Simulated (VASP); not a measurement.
# CoSi: U from linear response, part 2 of 3

Aim: the Hubbard U of CoSi from the response of a shell to a shift of its potential. The start is a cell from a database of measured crystal structures.

VASP 6.6.1, plane waves and PAW; the level of theory is named at each step.

Still holding for the runs below: The k-mesh is coarse for a metal.

So far. Step 3 (Shifted potential, frozen density, alpha -0.2): Energy at zero smearing: -53.23531 eV.

The database entry behind the starting cell differs from later determinations by our own check (0.1 to 0.3 % short, probably kX units), so it need not match the best structure at ambient conditions.

**4. Shifted potential, relaxed density, alpha -0.2**

Level of this step: PBE, with a shift of one shell's potential, spin-polarised from an antiferromagnetic start; plane waves and PAW (Co, Co, Si) (VASP).

With self-consistency the other electrons screen the shift.

File INCAR:

```
SYSTEM = CoSi
PREC = Normal
ENCUT = 350
EDIFF = 1E-06
NELM = 150
ISMEAR = 0
SIGMA = 0.05
LREAL = .FALSE.
ALGO = Normal
GGA = PE
NBANDS = 40
ISPIN = 2
MAGMOM = 2 -2 2 -2 0 0 0 0
LASPH = .TRUE.
LMAXMIX = 4
LORBIT = 11
LWAVE = .FALSE.
LCHARG = .FALSE.
KPAR = 2
AMIX = 0.2
BMIX = 1E-04
AMIX_MAG = 0.8
BMIX_MAG = 1E-04
LDAU = .TRUE.
LDAUTYPE = 3
LDAUL = 2 -1 -1
LDAUU = -0.2 0 0
LDAUJ = -0.2 0 0
```

File POSCAR:

```
CoSi
1.0
    4.4380000000      0.0000000000      0.0000000000
    0.0000000000      4.4380000000      0.0000000000
    0.0000000000      0.0000000000      4.4380000000
Co Co Si
1 3 4
Direct
    0.8600000000      0.6400000000      0.3600000000
    0.6400000000      0.3600000000      0.8600000000
    0.3600000000      0.8600000000      0.6400000000
    0.1400000000      0.1400000000      0.1400000000
    0.1570000000      0.3430000000      0.6570000000
    0.3430000000      0.6570000000      0.1570000000
    0.6570000000      0.1570000000      0.3430000000
    0.8430000000      0.8430000000      0.8430000000
```

File KPOINTS:

```
Automatic mesh
0
Gamma
4 4 4
0 0 0
```

Potentials, in the order of the species: Co, Co and Si (PBE family, release 64).

On the command line:

```sh
> mpirun -np 2 vasp_std
```

The program printed:

```text
[banner, memory and clock lines left out]
running    2 mpi-ranks, on    1 nodes
 distrk:  each k-point on    1 cores,    2 groups
 distr:  one band on    1 cores,    1 groups

 POSCAR found type information on POSCAR CoCoSi
 POSCAR found :  3 types and       8 ions
 LDA part: xc-table for (Slater+PW92), standard interpolation
 found WAVECAR, reading the header
 POSCAR, INCAR and KPOINTS ok, starting setup
 FFT: planning ... GRIDC
 FFT: planning ... GRID_SOFT
 FFT: planning ... GRID
 reading WAVECAR
 the WAVECAR file was read successfully
 initial charge from wavefunction
 entering main loop
       N       E                     dE             d eps       ncg     rms          rms(c)
DAV:   1    -0.532364022447E+02   -0.53236E+02   -0.42572E-02  8656   0.275E+00    0.133E+00
DAV:   2    -0.533353388995E+02   -0.98937E-01   -0.62438E-01  7568   0.127E+01    0.371E+00
DAV:   3    -0.532225554423E+02    0.11278E+00   -0.24530E-01  7184   0.101E+01    0.163E-01
DAV:   4    -0.532230505958E+02   -0.49515E-03   -0.59076E-03  6512   0.473E-01    0.109E-01
DAV:   5    -0.532230297672E+02    0.20829E-04   -0.17942E-04  8824   0.137E-01    0.687E-02
DAV:   6    -0.532230330561E+02   -0.32889E-05   -0.89349E-05  7312   0.157E-01    0.616E-02
DAV:   7    -0.532230211669E+02    0.11889E-04   -0.61340E-05  7096   0.125E-01    0.264E-02
DAV:   8    -0.532230171589E+02    0.40080E-05   -0.15578E-05  6176   0.616E-02    0.840E-03
DAV:   9    -0.532230169048E+02    0.25409E-06   -0.36425E-06  4352   0.229E-02
   1 F= -.53223017E+02 E0= -.53221277E+02  d E =-.348037E-02  mag=    -0.0000
```

Run time: 15 s. Hardware: 2 MPI ranks of Intel Xeon 6975P-C (Granite Rapids), shared host; peak memory 0.4 GiB; 28 s of CPU time.

From OUTCAR (step 4):

```text
 Found     36 irreducible k-points:

   NELECT =      52.0000    total number of electrons

 E-fermi :  12.0725

 spin component 1
 k-point     1 :       0.0000    0.0000    0.0000
  band No.  band energies     occupation
    ...
     21      11.1795      1.00000
     22      11.1795      1.00000
     23      11.3127      1.00000
     24      11.3128      1.00000
     25      12.0641      0.59406
     26      12.0726      0.49886
     27      12.0727      0.49800
     28      14.5323      0.00000
     29      14.5323      0.00000
     30      14.5351      0.00000
    ...

 k-point     2 :       0.2500    0.0000    0.0000
  band No.  band energies     occupation
    ...
     22      11.2090      1.00000
     23      11.3206      1.00000
     24      11.4327      1.00000
     25      11.7528      1.00000
     26      11.9049      1.00000
     27      12.8067      0.00000
     28      13.6976      0.00000
     29      13.7249      0.00000
     30      13.9855      0.00000
     31      14.4511      0.00000
    ...

 k-point     3 :       0.0000    0.2500    0.0000
  band No.  band energies     occupation
    ...
     22      11.2090      1.00000
     23      11.3206      1.00000
     24      11.4327      1.00000
     25      11.7528      1.00000
     26      11.9049      1.00000
     27      12.8067      0.00000
     28      13.6976      0.00000
     29      13.7249      0.00000
     30      13.9855      0.00000
     31      14.4511      0.00000
    ...

 k-point     4 :       0.0000    0.0000    0.2500
  band No.  band energies     occupation
    ...
     22      11.2090      1.00000
     23      11.3206      1.00000
     24      11.4327      1.00000
     25      11.7528      1.00000
     26      11.9049      1.00000
     27      12.8067      0.00000
     28      13.6976      0.00000
     29      13.7249      0.00000
     30      13.9855      0.00000
     31      14.4511      0.00000
    ...

  Total       -0.1713712     -0.1713100     -0.1713028     -0.0084621     -0.0084955      0.0085665
  in kB       -3.1411341     -3.1400126     -3.1398811     -0.1551046     -0.1557172      0.1570188
  external PRESSURE =      -3.1403426 kB  Pullay stress =       0.0000000 kB

 POSITION                                       TOTAL-FORCE (eV/Angst)
 -----------------------------------------------------------------------------------
      3.81668      2.84032      1.59768        -0.168910      0.168950     -0.168809
      2.84032      1.59768      3.81668         0.155771     -0.159357     -0.159960
      1.59768      3.81668      2.84032        -0.159837     -0.155783      0.159469
      0.62132      0.62132      0.62132         0.159455      0.159857      0.155758
      0.69677      1.52223      2.91577         0.045428     -0.045355      0.045308
      1.52223      2.91577      0.69677        -0.005493      0.022802     -0.003393
      2.91577      0.69677      1.52223        -0.003524      0.005505     -0.022692
      3.74123      3.74123      3.74123        -0.022890      0.003380     -0.005682
 -----------------------------------------------------------------------------------
    total drift:                               -0.000218      0.000160     -0.000127

  FREE ENERGIE OF THE ION-ELECTRON SYSTEM (eV)
  ---------------------------------------------------
  free  energy   TOTEN  =       -53.2230169048 eV

  energy  without entropy=      -53.2195365385  energy(sigma->0) =      -53.22127672

 total charge
# of ion       s       p       d       tot
------------------------------------------
    1        0.437   0.620   7.523   8.580
    2        0.435   0.615   7.555   8.605
    3        0.435   0.615   7.556   8.605
    4        0.435   0.615   7.555   8.605
    5        0.728   0.882   0.000   1.611
    6        0.728   0.883   0.000   1.611
    7        0.728   0.883   0.000   1.611
    8        0.728   0.883   0.000   1.611
--------------------------------------------------
tot          4.653   5.996  30.189  40.838

 magnetization (x)
# of ion       s       p       d       tot
------------------------------------------
    1       -0.000  -0.000   0.000   0.000
    2        0.000   0.000   0.000   0.000
    3       -0.000  -0.000  -0.000  -0.000
    4        0.000   0.000   0.000   0.000
    5        0.000   0.000   0.000   0.000
    6       -0.000  -0.000   0.000  -0.000
    7       -0.000   0.000   0.000   0.000
    8       -0.000  -0.000   0.000  -0.000
--------------------------------------------------
tot         -0.000  -0.000   0.000   0.000

[... 9 parts as in an earlier step ...]

[... 4 further parts left out ...]
```

Numbers from this step:

* electronic cycles: 9
* free energy (TOTEN): -53.2230 eV
* energy at zero smearing: -53.2213 eV
* Fermi energy: 12.07 eV

Force by atom:

```csv
atom,x (eV/Å),y (eV/Å),z (eV/Å),size
Co1,-0.169,0.169,-0.169,0.293
Co2,0.156,-0.159,-0.160,0.274
Co3,-0.160,-0.156,0.159,0.274
Co4,0.159,0.160,0.156,0.274
Si5,0.045,-0.045,0.045,0.079
Si6,-0.005,0.023,-0.003,0.024
Si7,-0.004,0.006,-0.023,0.024
Si8,-0.023,0.003,-0.006,0.024
```

Energy at zero smearing: -53.22128 eV.

The run ends at a pressure of -0.31 GPa, with forces up to 0.29 eV/Å.

**5. Shifted potential, frozen density, alpha -0.1**

INCAR, as its differences from that of step 4:

```diff
@@ -26,3 +26,4 @@
 LDAUL = 2 -1 -1
-LDAUU = -0.2 0 0
-LDAUJ = -0.2 0 0
+LDAUU = -0.1 0 0
+LDAUJ = -0.1 0 0
+ICHARG = 11
```

POSCAR is that of step 4.

KPOINTS is that of step 4.

The run starts from files that an earlier step left in the folder.

On the command line:

```sh
> mpirun -np 2 vasp_std
```

The program printed:

```text
[... set-up lines as in an earlier step ...]
 entering main loop
       N       E                     dE             d eps       ncg     rms          rms(c)
DAV:   1    -0.539828397667E+02   -0.53983E+02   -0.10639E-02  8656   0.137E+00
DAV:   2    -0.539829650952E+02   -0.12533E-03   -0.12533E-03  6600   0.231E-01
DAV:   3    -0.539829656687E+02   -0.57353E-06   -0.57258E-06  6696   0.134E-02
   1 F= -.53982966E+02 E0= -.53981284E+02  d E =-.336370E-02  mag=    -0.0000
```

Elapsed: 7 s, on 2 MPI ranks; peak memory 0.4 GiB; 13 s of CPU time.

OUTCAR, selected parts (step 5):

```text
   NELECT =      52.0000    total number of electrons

 E-fermi :  12.0757

 spin component 1
 k-point     1 :       0.0000    0.0000    0.0000
  band No.  band energies     occupation
    ...
     21      11.1797      1.00000
     22      11.1797      1.00000
     23      11.3184      1.00000
     24      11.3184      1.00000
     25      12.0535      0.73456
     26      12.0824      0.42412
     27      12.0826      0.42270
     28      14.5257      0.00000
     29      14.5257      0.00000
     30      14.5419      0.00000
    ...

 k-point     2 :       0.2500    0.0000    0.0000
  band No.  band energies     occupation
    ...
     22      11.2118      1.00000
     23      11.3231      1.00000
     24      11.4359      1.00000
     25      11.7553      1.00000
     26      11.9080      1.00000
     27      12.8085      0.00000
     28      13.6983      0.00000
     29      13.7265      0.00000
     30      13.9874      0.00000
     31      14.4521      0.00000
    ...

  Total       -2.2093470     -2.2094070     -2.2093543     -0.0214374     -0.0214457      0.0214456
  in kB      -40.4960464    -40.4971453    -40.4961789     -0.3929343     -0.3930864      0.3930847
  external PRESSURE =     -40.4964569 kB  Pullay stress =       0.0000000 kB

 POSITION                                       TOTAL-FORCE (eV/Angst)
 -----------------------------------------------------------------------------------
      3.81668      2.84032      1.59768        -0.168655      0.168651     -0.168654
      2.84032      1.59768      3.81668         0.130963     -0.177643     -0.164526
      1.59768      3.81668      2.84032        -0.164521     -0.130967      0.177677
      0.62132      0.62132      0.62132         0.177641      0.164530      0.130936
      0.69677      1.52223      2.91577         0.067137     -0.067129      0.067142
      1.52223      2.91577      0.69677         0.006263      0.028848     -0.019962
      2.91577      0.69677      1.52223        -0.019966     -0.006249     -0.028860
      3.74123      3.74123      3.74123        -0.028862      0.019959      0.006248
 -----------------------------------------------------------------------------------
    total drift:                                0.013588     -0.013581      0.013581

  FREE ENERGIE OF THE ION-ELECTRON SYSTEM (eV)
  ---------------------------------------------------
  free  energy   TOTEN  =       -53.9829656687 eV

  energy  without entropy=      -53.9796019711  energy(sigma->0) =      -53.98128382

[... 11 parts as in an earlier step ...]

[... 9 further parts left out ...]
```

This step gave:

```
electronic cycles       : 3
free energy (TOTEN)     : -53.9830 eV
energy at zero smearing : -53.9813 eV
Fermi energy            : 12.08 eV
```

Energy at zero smearing: -53.98128 eV.

**6. Shifted potential, relaxed density, alpha -0.1**

INCAR, as its differences from that of step 5:

```diff
@@ -28,2 +28 @@
 LDAUJ = -0.1 0 0
-ICHARG = 11
```

POSCAR is that of step 5.

KPOINTS is that of step 5.

On the command line:

```sh
> mpirun -np 2 vasp_std
```

The program printed:

```text
[... set-up lines as in an earlier step ...]
 entering main loop
       N       E                     dE             d eps       ncg     rms          rms(c)
DAV:   1    -0.539828876656E+02   -0.53983E+02   -0.10737E-02  8656   0.138E+00    0.658E-01
DAV:   2    -0.540071376070E+02   -0.24250E-01   -0.14527E-01  7488   0.635E+00    0.186E+00
DAV:   3    -0.539794741195E+02    0.27663E-01   -0.66533E-02  7192   0.498E+00    0.716E-02
DAV:   4    -0.539795788417E+02   -0.10472E-03   -0.10793E-03  6360   0.185E-01    0.559E-02
DAV:   5    -0.539795705476E+02    0.82941E-05   -0.41621E-05  9168   0.812E-02    0.310E-02
DAV:   6    -0.539795710637E+02   -0.51606E-06   -0.22631E-05  7136   0.779E-02    0.265E-02
DAV:   7    -0.539795698890E+02    0.11747E-05   -0.14830E-05  6960   0.618E-02    0.131E-02
DAV:   8    -0.539795690040E+02    0.88500E-06   -0.40650E-06  3104   0.350E-02
   1 F= -.53979569E+02 E0= -.53977817E+02  d E =-.350441E-02  mag=     0.0000
```

The job ended after 13 s (2 MPI ranks; peak memory 0.39 GiB; 25 s of CPU time).

OUTCAR, selected parts (step 6):

```text
   NELECT =      52.0000    total number of electrons

 E-fermi :  12.0637

 spin component 1
 k-point     1 :       0.0000    0.0000    0.0000
  band No.  band energies     occupation
    ...
     23      11.3018      1.00000
     24      11.3018      1.00000
     25      12.0575      0.56891
     26      12.0617      0.52240
     27      12.0617      0.52225
     28      14.5260      0.00000
     29      14.5260      0.00000
     30      14.5273      0.00000
     31      14.9898      0.00000
     32      14.9898      0.00000
    ...

 k-point     2 :       0.2500    0.0000    0.0000
  band No.  band energies     occupation
    ...
     22      11.1983      1.00000
     23      11.3101      1.00000
     24      11.4230      1.00000
     25      11.7436      1.00000
     26      11.8953      1.00000
     27      12.7997      0.00000
     28      13.6898      0.00000
     29      13.7177      0.00000
     30      13.9786      0.00000
     31      14.4452      0.00000
    ...

  Total       -0.2808595     -0.2808137     -0.2807129     -0.0040133     -0.0040343      0.0040924
  in kB       -5.1479919     -5.1471511     -5.1453044     -0.0735610     -0.0739472      0.0750109
  external PRESSURE =      -5.1468158 kB  Pullay stress =       0.0000000 kB

 POSITION                                       TOTAL-FORCE (eV/Angst)
 -----------------------------------------------------------------------------------
      3.81668      2.84032      1.59768        -0.162916      0.162984     -0.162934
      2.84032      1.59768      3.81668         0.156343     -0.158401     -0.158578
      1.59768      3.81668      2.84032        -0.158583     -0.156224      0.158437
      0.62132      0.62132      0.62132         0.158435      0.158493      0.156227
      0.69677      1.52223      2.91577         0.032500     -0.032550      0.032552
      1.52223      2.91577      0.69677        -0.012711      0.021150      0.008137
      2.91577      0.69677      1.52223         0.008119      0.012689     -0.021145
      3.74123      3.74123      3.74123        -0.021186     -0.008141     -0.012696
 -----------------------------------------------------------------------------------
    total drift:                               -0.000055      0.000239     -0.000221

  FREE ENERGIE OF THE ION-ELECTRON SYSTEM (eV)
  ---------------------------------------------------
  free  energy   TOTEN  =       -53.9795690040 eV

  energy  without entropy=      -53.9760645929  energy(sigma->0) =      -53.97781680

 magnetization (x)
# of ion       s       p       d       tot
------------------------------------------
    1       -0.000   0.000  -0.000  -0.000
    2        0.000  -0.000   0.000   0.000
    3       -0.000   0.000  -0.000  -0.000
    4       -0.000  -0.000   0.000   0.000
    5        0.000  -0.000   0.000  -0.000
    6        0.000   0.000   0.000   0.000
    7        0.000  -0.000   0.000  -0.000
    8        0.000   0.000   0.000   0.000
--------------------------------------------------
tot          0.000   0.000   0.000   0.000

[... 9 parts as in an earlier step ...]

[... 9 further parts left out ...]
```

This step gave:

```
electronic cycles       : 8
free energy (TOTEN)     : -53.9796 eV
energy at zero smearing : -53.9778 eV
Fermi energy            : 12.06 eV
```

Force by atom:

```csv
atom,x (eV/Å),y (eV/Å),z (eV/Å),size
Co1,-0.163,0.163,-0.163,0.282
Co2,0.156,-0.158,-0.159,0.273
Co3,-0.159,-0.156,0.158,0.273
Co4,0.158,0.158,0.156,0.273
Si5,0.033,-0.033,0.033,0.056
Si6,-0.013,0.021,0.008,0.026
Si7,0.008,0.013,-0.021,0.026
Si8,-0.021,-0.008,-0.013,0.026
```

Energy at zero smearing: -53.97782 eV.

The run ends at a pressure of -0.51 GPa, with forces up to 0.28 eV/Å.

**7. Shifted potential, frozen density, alpha 0.1**

INCAR, as its differences from that of step 6:

```diff
@@ -26,3 +26,4 @@
 LDAUL = 2 -1 -1
-LDAUU = -0.1 0 0
-LDAUJ = -0.1 0 0
+LDAUU = 0.1 0 0
+LDAUJ = 0.1 0 0
+ICHARG = 11
```

POSCAR is that of step 6.

KPOINTS is that of step 6.

The run starts from files that an earlier step left in the folder.

On the command line:

```sh
> mpirun -np 2 vasp_std
```

The program printed:

```text
[... set-up lines as in an earlier step ...]
 entering main loop
       N       E                     dE             d eps       ncg     rms          rms(c)
DAV:   1    -0.555008081487E+02   -0.55501E+02   -0.10675E-02  8592   0.137E+00
DAV:   2    -0.555009363738E+02   -0.12823E-03   -0.12823E-03  6600   0.235E-01
DAV:   3    -0.555009369810E+02   -0.60716E-06   -0.60574E-06  6664   0.137E-02
   1 F= -.55500937E+02 E0= -.55499222E+02  d E =-.342959E-02  mag=    -0.0000
```

It took 6.4 s on 2 MPI ranks; peak memory 0.39 GiB; 12 s of CPU time.

Parts of OUTCAR (step 7):

```text
  Total        1.4941710      1.4941196      1.4941689      0.0189646      0.0189522     -0.0189511
  in kB       27.3872865     27.3863430     27.3872480      0.3476097      0.3473831     -0.3473620
  external PRESSURE =      27.3869592 kB  Pullay stress =       0.0000000 kB

 POSITION                                       TOTAL-FORCE (eV/Angst)
 -----------------------------------------------------------------------------------
      3.81668      2.84032      1.59768        -0.146160      0.146154     -0.146154
      2.84032      1.59768      3.81668         0.181823     -0.137895     -0.149877
      1.59768      3.81668      2.84032        -0.149871     -0.181827      0.137930
      0.62132      0.62132      0.62132         0.137896      0.149880      0.181796
      0.69677      1.52223      2.91577        -0.026045      0.026052     -0.026041
      1.52223      2.91577      0.69677        -0.044528      0.010539      0.057443
      2.91577      0.69677      1.52223         0.057439      0.044541     -0.010551
      3.74123      3.74123      3.74123        -0.010554     -0.057445     -0.044545
 -----------------------------------------------------------------------------------
    total drift:                               -0.013094      0.013098     -0.013094

  FREE ENERGIE OF THE ION-ELECTRON SYSTEM (eV)
  ---------------------------------------------------
  free  energy   TOTEN  =       -55.5009369810 eV

  energy  without entropy=      -55.4975073910  energy(sigma->0) =      -55.49922219

 magnetization (x)
# of ion       s       p       d       tot
------------------------------------------
    1       -0.000  -0.000   0.000   0.000
    2        0.000   0.000  -0.000  -0.000
    3       -0.000  -0.000   0.000   0.000
    4        0.000   0.000  -0.000  -0.000
    5       -0.000   0.000   0.000   0.000
    6        0.000  -0.000   0.000  -0.000
    7       -0.000   0.000   0.000   0.000
    8        0.000  -0.000   0.000  -0.000
--------------------------------------------------
tot         -0.000  -0.000  -0.000  -0.000

[... 2 parts as in an earlier step ...]

[... 1 further part left out ...]
[key lines of the parts left out:]
E-fermi :  12.0355
```

Energy at zero smearing: -55.49922 eV.

(Part 2 of 3 ends here.)

[Lines on the potential files, build, host, timing and source positions are cut from VASP's logs without a mark.]

[Logs are printed without paths, hosts, clocks, repeated set-up lines and the standing remarks that a program may print on its own settings, such as how far it seeks lower states.]

[Hosts, paths, dates, database ids (printed as entryN), source tags and the programs' standing remarks are cut or masked in the printed files.]

[In band tables of VASP the shares of atoms and orbitals are scaled to a sum of 1 inside the atoms' spheres.]

[Runs that stopped without an error message from VASP are left out.]
